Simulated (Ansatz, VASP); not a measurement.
# SiGe: VASP beside Ansatz, part 2 of 2

One calculation is typed for both programs; each brings its own data sets. How far apart do they land? The cell is generated by rule, not measured, and may not be a known phase. The cell is taken from a series of runs on this material, whose earlier steps may have relaxed, scaled, displaced or heated it; both programs get it as it stands. Other levels of theory on this material are compared in a session of their own.

VASP 6.6.1 and Ansatz 0.2.0.

So far: Set-up; Ansatz: zone-centre phonons, LDA.

## 3. VASP: zone-centre phonons, LDA

Level of this step: LDA; plane waves and PAW (Ge_d, Si); invented cell (VASP).

The same cell, functional (in two slightly different forms), mesh and smearing now go to VASP, with its own data sets.

Lines of VASP's logs that name or quote its potential files are left out, and so is its time.

Contents of INCAR:

```
SYSTEM = SiGe
PREC = Accurate
ENCUT = 500
EDIFF = 1E-08
NELM = 120
ISMEAR = 1
SIGMA = 0.15
LREAL = .FALSE.
ALGO = Normal
GGA = PW92
NBANDS = 15
LORBIT = 11
LWAVE = .FALSE.
LCHARG = .FALSE.
ISIF = 2
IBRION = 8
LASPH = .TRUE.
GGA_COMPAT = .FALSE.
KPAR = 2
```

Contents of POSCAR:

```
SiGe
1.0
    3.6345812279      0.0000000000      0.0000000000
    0.0000000000      3.6345812279      0.0000000000
    0.0000000000      0.0000000000      2.5708877125
Ge Si
1 1
Direct
    0.0000000000      0.0000000000      0.0000000000
    0.5000000000      0.5000000000      0.0000000000
```

Contents of KPOINTS:

```
Automatic mesh
0
Gamma
10 10 14
0 0 0
```

The projector-augmented-wave data sets are Ge_d and Si (LDA family, release 64).

Started as:

```
> mpirun -np 2 vasp_std
```

Numbers of over 12 decimals in the logs are rounded to 6 here.

What it wrote:

```text
[banner, memory and clock lines left out]
running    2 mpi-ranks, on    1 nodes
 distrk:  each k-point on    1 cores,    2 groups
 distr:  one band on    1 cores,    1 groups

 POSCAR found type information on POSCAR GeSi
 POSCAR found :  2 types and       2 ions
|                                                                             |
|               ----> ADVICE to this user running VASP <----                  |
|                                                                             |
|     You enforced a specific xc type in the INCAR file but a different       |
|     [... a line on the potential file left out ...]
|     I HOPE YOU KNOW WHAT YOU ARE DOING!                                     |
|                                                                             |

 LDA part: xc-table for (Slater(with rela. corr.)+PW92), standard interpolation
 POSCAR, INCAR and KPOINTS ok, starting setup
 FFT: planning ... GRIDC
 FFT: planning ... GRID_SOFT
 FFT: planning ... GRID
 WAVECAR not read
 entering main loop
       N       E                     dE             d eps       ncg     rms          rms(c)
DAV:   1     0.820812914845E+02    0.82081E+02   -0.90079E+03  5520   0.258E+03
DAV:   2    -0.176068026851E+01   -0.83842E+02   -0.80837E+02  5509   0.442E+02
DAV:   3    -0.104806279192E+02   -0.87199E+01   -0.86641E+01  6503   0.845E+01
DAV:   4    -0.106462207304E+02   -0.16559E+00   -0.16555E+00  5978   0.120E+01
DAV:   5    -0.106493942512E+02   -0.31735E-02   -0.31735E-02  6520   0.187E+00    0.318E+00
DAV:   6    -0.106255851353E+02    0.23809E-01   -0.17230E-02  6727   0.232E+00    0.181E+00
DAV:   7    -0.106148930992E+02    0.10692E-01   -0.84083E-03  6444   0.120E+00    0.163E-01
DAV:   8    -0.106145962427E+02    0.29686E-03   -0.72444E-04  6599   0.459E-01    0.830E-02
DAV:   9    -0.106145922682E+02    0.39745E-05   -0.61298E-05  6545   0.109E-01    0.274E-02
DAV:  10    -0.106145916408E+02    0.62734E-06   -0.33280E-06  6510   0.281E-02    0.538E-03
DAV:  11    -0.106145915405E+02    0.10034E-06   -0.37993E-07  6587   0.916E-03    0.144E-03
DAV:  12    -0.106145915449E+02   -0.44711E-08   -0.37616E-08  6328   0.293E-03
   1 F= -.10614592E+02 E0= -.10614623E+02  d E =0.944105E-04
 Linear response reoptimize wavefunctions to high precision
DAV:   1    -0.106145915425E+02    0.24575E-08   -0.10475E-08  5964   0.208E-03
DAV:   2    -0.106145915425E+02   -0.23647E-10   -0.20217E-10  3668   0.131E-04
 Linear response DOF=           4
 Linear response progress:
  Degree of freedom:   1/  4
       N       E                     dE             d eps       ncg     rms          rms(c)
RMM:   1    -0.192841435363E+00   -0.19284E+00    0.78680E+00 10083   0.558E+01
RMM:   2    -0.201447659392E+00   -0.86062E-02   -0.11681E-02 15520   0.870E-01    0.801E-02
RMM:   3    -0.201572783875E+00   -0.12512E-03   -0.32296E-04 16070   0.150E-01    0.429E-02
RMM:   4    -0.201717959616E+00   -0.14518E-03   -0.49485E-05 16901   0.489E-02    0.104E-02
RMM:   5    -0.201734840617E+00   -0.16881E-04   -0.36668E-06 16693   0.166E-02    0.131E-03
RMM:   6    -0.201741180464E+00   -0.63398E-05   -0.41333E-07 17063   0.401E-03    0.757E-04
RMM:   7    -0.201743460879E+00   -0.22804E-05   -0.26762E-07 17080   0.172E-03    0.101E-04
RMM:   8    -0.201742973127E+00    0.48775E-06   -0.26584E-06 17332   0.671E-04    0.548E-05
RMM:   9    -0.201742627657E+00    0.34547E-06   -0.39684E-06 17929   0.323E-04    0.144E-05
RMM:  10    -0.201742694444E+00   -0.66786E-07   -0.29573E-06 17992   0.177E-04    0.114E-05
RMM:  11    -0.201742712931E+00   -0.18487E-07   -0.16997E-06 17627   0.105E-04    0.191E-06
RMM:  12    -0.201742711964E+00    0.96685E-09   -0.12079E-06 15434   0.719E-05    0.358E-06
RMM:  13    -0.201742700538E+00    0.11426E-07   -0.63751E-07 12863   0.547E-05    0.694E-06
RMM:  14    -0.201742708078E+00   -0.75397E-08   -0.49621E-07 11840   0.451E-05    0.421E-06
RMM:  15    -0.201742714965E+00   -0.68875E-08   -0.30933E-07 11962   0.400E-05    0.250E-06
RMM:  16    -0.201742717204E+00   -0.22392E-08   -0.17720E-07 10443   0.369E-05    0.205E-06
RMM:  17    -0.201742719032E+00   -0.18280E-08   -0.10725E-07 10306   0.350E-05    0.166E-06
RMM:  18    -0.201742727656E+00   -0.86235E-08   -0.83794E-08 12860   0.341E-05    0.309E-07
 first order change of Fermi-energy   0.33209E-03
 force on displaced ion       1 direction 1 :  -4.039   0.000   0.000
 Linear response progress:
  Degree of freedom:   2/  4
       N       E                     dE             d eps       ncg     rms          rms(c)
RMM:   1    -0.176069379614E+00   -0.17607E+00    0.78434E+00  5832   0.563E+01
RMM:   2    -0.181412608355E+00   -0.53432E-02   -0.92647E-03  8753   0.765E-01    0.408E-02
RMM:   3    -0.181305566815E+00    0.10704E-03   -0.24009E-04  9188   0.143E-01    0.228E-02
RMM:   4    -0.181175207412E+00    0.13036E-03   -0.27917E-05  9533   0.539E-02    0.392E-03
RMM:   5    -0.181181568940E+00   -0.63615E-05   -0.18928E-06  9700   0.119E-02    0.111E-03
RMM:   6    -0.181188069730E+00   -0.65008E-05   -0.24863E-07  9503   0.342E-03    0.198E-04
RMM:   7    -0.181187910620E+00    0.15911E-06   -0.13954E-07  9887   0.140E-03    0.107E-04
RMM:   8    -0.181187809565E+00    0.10106E-06   -0.29289E-07  9946   0.681E-04    0.199E-05
RMM:   9    -0.181187759615E+00    0.49950E-07   -0.35974E-07 10235   0.349E-04    0.173E-05
RMM:  10    -0.181187683064E+00    0.76551E-07   -0.32410E-07  9944   0.220E-04    0.314E-05
RMM:  11    -0.181187818426E+00   -0.13536E-06   -0.24872E-07  9729   0.150E-04    0.129E-05
RMM:  12    -0.181187843037E+00   -0.24611E-07   -0.18081E-07 10351   0.105E-04    0.112E-05
RMM:  13    -0.181187850771E+00   -0.77335E-08   -0.14333E-07  9001   0.798E-05    0.115E-05
RMM:  14    -0.181187850050E+00    0.72028E-09   -0.98067E-08  7443   0.653E-05    0.130E-05
 first order change of Fermi-energy  -0.20872E-03
 force on displaced ion       1 direction 3 :   0.000  -0.000  -0.841
 Linear response progress:
  Degree of freedom:   3/  4
       N       E                     dE             d eps       ncg     rms          rms(c)
RMM:   1    -0.222509403556E-01   -0.22251E-01    0.31029E-02 17960   0.784E-01
RMM:   2    -0.209636468291E-01    0.12873E-02   -0.13173E-03 15891   0.187E-01    0.704E-02
RMM:   3    -0.210563634252E-01   -0.92717E-04   -0.10652E-04 14729   0.620E-02    0.349E-02
RMM:   4    -0.211922074061E-01   -0.13584E-03   -0.35618E-05 15934   0.356E-02    0.109E-02
RMM:   5    -0.212097583715E-01   -0.17551E-04   -0.19997E-06 16557   0.921E-03    0.117E-03
RMM:   6    -0.212115161111E-01   -0.17577E-05   -0.68863E-08 16177   0.144E-03    0.725E-04
RMM:   7    -0.212111232728E-01    0.39284E-06   -0.85877E-09 16712   0.347E-04    0.637E-05
RMM:   8    -0.212114065786E-01   -0.28331E-06   -0.21551E-08 16670   0.672E-05    0.235E-05
RMM:   9    -0.212114097409E-01   -0.31623E-08   -0.92330E-09 16600   0.257E-05    0.418E-06
 first order change of Fermi-energy  -0.21895E-03
 force on displaced ion       2 direction 1 :  -4.001   0.000   0.000
 Linear response progress:
  Degree of freedom:   4/  4
       N       E                     dE             d eps       ncg     rms          rms(c)
RMM:   1    -0.819174006097E-02   -0.81917E-02   -0.49325E-03  9471   0.364E-01
RMM:   2    -0.804271642426E-02    0.14902E-03   -0.12298E-04  9254   0.588E-02    0.418E-02
RMM:   3    -0.790709947192E-02    0.13562E-03   -0.12113E-05  9436   0.168E-02    0.238E-02
RMM:   4    -0.780281068703E-02    0.10429E-03   -0.11274E-05  9498   0.159E-02    0.384E-03
RMM:   5    -0.781189756807E-02   -0.90869E-05   -0.19412E-07  9486   0.278E-03    0.456E-04
RMM:   6    -0.781311309944E-02   -0.12155E-05   -0.24217E-09  9504   0.330E-04    0.189E-04
RMM:   7    -0.781294831394E-02    0.16479E-06   -0.12106E-10  9511   0.120E-04    0.217E-05
RMM:   8    -0.781277454533E-02    0.17377E-06    0.82557E-11  9663   0.394E-05    0.146E-05
RMM:   9    -0.781282528246E-02   -0.50737E-07    0.83440E-10  9010   0.130E-05    0.661E-07
RMM:  10    -0.781282602324E-02   -0.74079E-09   -0.18635E-09  7193   0.580E-06    0.722E-07
 first order change of Fermi-energy  -0.19768E-03
 force on displaced ion       2 direction 3 :  -0.000   0.000  -0.826
 Linear response finished
```

Parts of OUTCAR (step 3):

```text
ion  position               nearest neighbor table
   1  0.000  0.000  0.000-   2 2.57   2 2.57   2 2.57   2 2.57
   2  0.500  0.500  0.000-   1 2.57   1 2.57   1 2.57   1 2.57

  LATTYP: Found a simple tetragonal cell.
 ALAT       =     3.6345812279
 C/A-ratio  =     0.7073408328

 Subroutine GETGRP returns: Found 16 space group operations
 (whereof 16 operations were pure point group operations)

The static configuration has the point symmetry D_4h.

 Found    168 irreducible k-points:

   k-points           NKPTS =    168   k-points in BZ     NKDIM =    168   number of bands    NBANDS=     15

   dimension x,y,z NGX =    28 NGY =   28 NGZ =   20
   dimension x,y,z NGXF=    56 NGYF=   56 NGZF=   40

   ENCUT  =  500.0 eV  36.75 Ry    6.06 a.u.   6.63  6.63  4.69*2*pi/ulx,y,z

   NELECT =      18.0000    total number of electrons

 k-points in reciprocal lattice and weights: Automatic mesh
   0.00000000  0.00000000  0.00000000       0.001
   0.10000000  0.00000000  0.00000000       0.003
   0.20000000  0.00000000  0.00000000       0.003
   0.30000000  0.00000000  0.00000000       0.003
   0.40000000  0.00000000  0.00000000       0.003
   0.50000000  0.00000000  0.00000000       0.001
   0.10000000  0.10000000  0.00000000       0.003
   0.20000000  0.10000000  0.00000000       0.006
   0.30000000  0.10000000  0.00000000       0.006
[...]
0.50000000  0.40000000  0.50000000       0.003
   0.50000000  0.50000000  0.50000000       0.001

 average (electrostatic) potential at core
       1 -72.3744       2 -83.6781

  Total        0.0117646      0.0117646      0.0137618      0.0000000     -0.0000000      0.0000000
  in kB        0.5550024      0.5550024      0.6492220      0.0000000     -0.0000000      0.0000000
  external PRESSURE =       0.5864089 kB  Pullay stress =       0.0000000 kB

  energy-cutoff  :      500.00
  volume of cell :       33.96
      direct lattice vectors                 reciprocal lattice vectors
     3.634581228  0.000000000  0.000000000     0.275134861  0.000000000  0.000000000
     0.000000000  3.634581228  0.000000000     0.000000000  0.275134861  0.000000000
     0.000000000  0.000000000  2.570887712     0.000000000  0.000000000  0.388970703

 POSITION                                       TOTAL-FORCE (eV/Angst)
 -----------------------------------------------------------------------------------
      0.00000      0.00000      0.00000         0.000000      0.000000      0.000000
      1.81729      1.81729      0.00000         0.000000      0.000000      0.000000
 -----------------------------------------------------------------------------------
    total drift:                               -0.000000     -0.000000     -0.000000

 Eigenvectors and eigenvalues of the dynamical matrix
 ----------------------------------------------------

   1 f  =    6.958155 THz    43.719380 2PiTHz  232.099080 cm-1    28.776605 meV
             X         Y         Z           dx          dy          dz
      0.000000  0.000000  0.000000     0.529922   -0.000000   -0.000000
      1.817291  1.817291  0.000000    -0.848046   -0.000000    0.000000

   2 f  =    6.958155 THz    43.719380 2PiTHz  232.099080 cm-1    28.776605 meV
             X         Y         Z           dx          dy          dz
      0.000000  0.000000  0.000000     0.000000    0.529922    0.000000
      1.817291  1.817291  0.000000     0.000000   -0.848046    0.000000

   3 f  =    3.165782 THz    19.891194 2PiTHz  105.599117 cm-1    13.092616 meV
             X         Y         Z           dx          dy          dz
      0.000000  0.000000  0.000000     0.000000    0.000000   -0.531627
      1.817291  1.817291  0.000000     0.000000    0.000000    0.846979

   4 f/i=    0.013088 THz     0.082237 2PiTHz    0.436585 cm-1     0.054130 meV
             X         Y         Z           dx          dy          dz
      0.000000  0.000000  0.000000     0.000000   -0.000000    0.846979
      1.817291  1.817291  0.000000     0.000000    0.000000    0.531627

   5 f/i=    0.014772 THz     0.092817 2PiTHz    0.492749 cm-1     0.061093 meV
             X         Y         Z           dx          dy          dz
      0.000000  0.000000  0.000000    -0.776994   -0.339797   -0.000000
      1.817291  1.817291  0.000000    -0.485524   -0.212331    0.000000

   6 f/i=    0.014772 THz     0.092817 2PiTHz    0.492749 cm-1     0.061093 meV
             X         Y         Z           dx          dy          dz
      0.000000  0.000000  0.000000    -0.339797    0.776994    0.000000
      1.817291  1.817291  0.000000    -0.212331    0.485524    0.000000

 ELASTIC MODULI CONTR FROM IONIC RELAXATION (kBar)
 Direction    XX          YY          ZZ          XY          YZ          ZX
 --------------------------------------------------------------------------------
 XX           0.0000      0.0000      0.0000      0.0000      0.0000      0.0000
 YY           0.0000      0.0000      0.0000      0.0000      0.0000      0.0000
 ZZ           0.0000      0.0000      0.0000      0.0000      0.0000      0.0000
 XY           0.0000      0.0000      0.0000      0.0000      0.0000      0.0000
 YZ           0.0000      0.0000      0.0000      0.0000      0.0000      0.0000
 ZX           0.0000      0.0000      0.0000      0.0000      0.0000      0.0000
 --------------------------------------------------------------------------------
```

## 4. Differences

Known differences besides the potentials themselves: the cutoff is 420 eV in Ansatz and 500 eV in VASP; VASP's log shows a relativistic correction to its local exchange, Ansatz's none. Total energies have different zeros and are not compared.

Compared:

```tsv
quantity	Ansatz	VASP	difference
optical mode 1 (cm⁻¹)	105.0	105.6	-0.58 %
optical mode 2 to 3 (cm⁻¹)	231.2	232.1	-0.39 %
```

Modes are paired by rising frequency, not by their patterns, so a pair may set unlike modes beside each other; they are those without the splitting of longitudinal modes.

## 5. Results

* r.m.s. difference of the optical zone-centre modes, each program's sorted by frequency (zone-centre phonons, LDA): 0.81 cm⁻¹
* difference in optical mode 1 (zone-centre phonons, LDA): -0.6 %

In words: The r.m.s. difference of the optical zone-centre modes, each program's sorted by frequency is 0.81 cm⁻¹ (zone-centre phonons, LDA). Among the rows given in per cent, the largest difference of the zone-centre phonons, LDA pair is in optical mode 1, -0.6 %. VASP runs on this material, other cells of it included, that failed, so that no pair exists: relaxation of cell and atoms, LDA (not converged). 5 further runs of this series are not shown here. How closely two codes agree says nothing of how well the functional describes the real material.

[Lines on the potential files, build, host, timing and source positions are cut from VASP's logs without a mark.]

[Logs are printed without paths, hosts, clocks, repeated set-up lines and the standing remarks that a program may print on its own settings, such as how far it seeks lower states.]

[Hosts, paths, dates, database ids (printed as entryN), source tags and the programs' standing remarks are cut or masked in the printed files.]
